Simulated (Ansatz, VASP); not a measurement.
## Two plane-wave programs on TaWC2

File INCAR:

```
SYSTEM = TaWC2
ALGO = Normal ; EDIFF = 1E-7
ENCUT = 520 ; GGA_COMPAT = .False.
ISIF = 2 ; ISMEAR = -1
LASPH = .True. ; LCHARG = .False.
LMAXMIX = 4 ; LNONCOLLINEAR = .True.
LORBIT = 11 ; LREAL = .False.
LSORBIT = .True. ; LWAVE = .False.
MAGMOM = 0 0 0 0 0 0 0 0 0 0 0 0 ; NELM = 100
PREC = Accurate ; SIGMA = 0.05
```

The input KPOINTS:

```
k-points
0
Gamma
  7 7 7
  0 0 0
```

The input POSCAR:

```
TaWC2
1.0
    1.5718551461      0.9075109917      5.1016196719
   -1.5718551461      0.9075109917      5.1016196719
    0.0000000000     -1.8150219835      5.1016196719
W Ta C
1 1 2
Direct
    0.0000000000      0.0000000000      0.0000000000
    0.5000000000      0.5000000000      0.5000000000
    0.2509330000      0.2509330000      0.2509330000
    0.7490670000      0.7490670000      0.7490670000
```

File KPOINTS_OPT:

```
path GLB1,BZGX,QFP1Z,LP
10
line-mode
reciprocal
 0.0000000000  0.0000000000  0.0000000000  G
 0.5000000000  0.0000000000  0.0000000000  L

 0.5000000000  0.0000000000  0.0000000000  L
 0.5000000000  0.1877624847 -0.1877624847  B1

 0.8122375153  0.5000000000  0.1877624847  B
 0.5000000000  0.5000000000  0.5000000000  Z

 0.5000000000  0.5000000000  0.5000000000  Z
 0.0000000000  0.0000000000  0.0000000000  G

 0.0000000000  0.0000000000  0.0000000000  G
 0.3438812424  0.0000000000 -0.3438812424  X

 0.6561187576  0.3438812424  0.0000000000  Q
 0.5000000000  0.5000000000  0.0000000000  F

 0.5000000000  0.5000000000  0.0000000000  F
 0.6561187576  0.6561187576  0.1877624847  P1

 0.6561187576  0.6561187576  0.1877624847  P1
 0.5000000000  0.5000000000  0.5000000000  Z

 0.5000000000  0.0000000000  0.0000000000  L
 0.8122375153  0.3438812424  0.3438812424  P
```

The input input.yaml:

```yaml
crystal:
  lattice:
    - [1.5718551461, 0.9075109917, 5.1016196719]
    - [-1.5718551461, 0.9075109917, 5.1016196719]
    - [0.0, -1.8150219835, 5.1016196719]
  atoms:
    - { symbol: W, position: [0.0, 0.0, 0.0] }
    - { symbol: Ta, position: [0.5, 0.5, 0.5] }
    - { symbol: C, position: [0.250933, 0.250933, 0.250933] }
    - { symbol: C, position: [0.749067, 0.749067, 0.749067] }
hamiltonian:
  xc: lda
  pseudopotentials: { kind: paw_fr }
magnetization:
  noncollinear: true
  spin_orbit: true
kpoints:
  mp_grid: { grid: [7, 7, 7] }
  band_path:
    path:
      - [[0.0, 0.0, 0.0], [0.5, 0.0, 0.0], [0.5, 0.1877624847, -0.1877624847]]
      - [[0.8122375153, 0.5, 0.1877624847], [0.5, 0.5, 0.5], [0.0, 0.0, 0.0], [0.3438812424, 0.0, -0.3438812424]]
      - [[0.6561187576, 0.3438812424, 0.0], [0.5, 0.5, 0.0], [0.6561187576, 0.6561187576, 0.1877624847], [0.5, 0.5, 0.5]]
      - [[0.5, 0.0, 0.0], [0.8122375153, 0.3438812424, 0.3438812424]]
    npoints: 14
scf:
  occupations: { method: fermi_dirac, width: 0.05 }
  n_extra_bands: 10
output:
  forces: true
  stress: true
  eigenvalues: true
  fatbands: false
```

The cell comes from a database or a generator and needn't be the stable form of this composition.

Alike in both runs: task band structure; functional LDA; k mesh 7 × 7 × 7; occupations fermi-dirac, width 0.05 eV; spin-orbit coupling, no magnetisation.

```csv
,VASP,Ansatz
version,VASP 6.6.1,Ansatz 0.2.0
potentials or method,"VASP PAW LDA potentials, release 64 (W_sv, Ta_pv, C)",Ansatz PAW
plane-wave cutoff (eV),520,420
valence electrons in the cell,33,35
```

|  | VASP | Ansatz | Ansatz less VASP |
| --- | --- | --- | --- |
| gap on the k mesh at the Fermi level (eV) | none | none | - |
| pressure (GPa) | -14.1 | -16.8 | -2.65 |
| largest component of the traceless stress (GPa) | 1.20 | 1.26 | +0.056 |
| rms of the force components (eV/Å) | 0.018 | 0.021 | +0.0035 |

Atom by atom the forces differ by 0.004 eV/Å (rms over components). A gap of «none» marks a metal or a gap that the smearing closes. The two sets of potentials don't hold the same shells in valence.

Caveats: the pressure holds a Pulay correction of +0.4 GPa for the finite cutoff (Ansatz); the PAW data sets come from PBE, with cores solved anew for the run's functional, which leaves a small shift of forces and pressure (Ansatz).
